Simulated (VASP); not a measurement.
The cell holds one ZrN (rock salt) (110) slab, with vacuum along c, ions free to move until forces fall under 0.03 eV/Å, no reconstruction beyond this cell, dipole correction on.

Consider the following.

```
ZrN
1.0
    3.22020     0.00000     0.00000
    0.00000     4.55405     0.00000
    0.00000     0.00000    24.57562
Zr N
6 6
Direct
  0.00000   0.00000   0.34208
  0.50000   0.50000   0.39858
  0.00000   0.00000   0.46617
  0.50000   0.50000   0.53383
  0.00000   0.00000   0.60142
  0.50000   0.50000   0.65792
  0.50000   0.00000   0.40066
  0.00000   0.50000   0.33938
  0.50000   0.00000   0.53234
  0.00000   0.50000   0.46766
  0.50000   0.00000   0.66062
  0.00000   0.50000   0.59934
```

Calculation: PBEsol GGA, VASP's PBE PAW potentials (set 64) (plane waves; VASP 6.6.1). Run with 450 eV cut-off, 9×6×1 Γ-centred mesh, first-order Methfessel-Paxton smearing of 0.10 eV, potentials Zr_sv N.

Slab and bulk use different k-meshes, so the surface energy is good to a few per cent at best.

Q: Predict its surface energy, work function, band gap (on the k-mesh).

A: 
```
Property                                                     Value
------------------------  ----------------------------------------
surface energy                                           2.83 J/m²
work function                                              2.79 eV
band gap (on the k-mesh)  none (metal, semimetal or under 0.01 eV)
```

The cell is a thin slab with vacuum, built from ZrN (rock salt): (110) face.
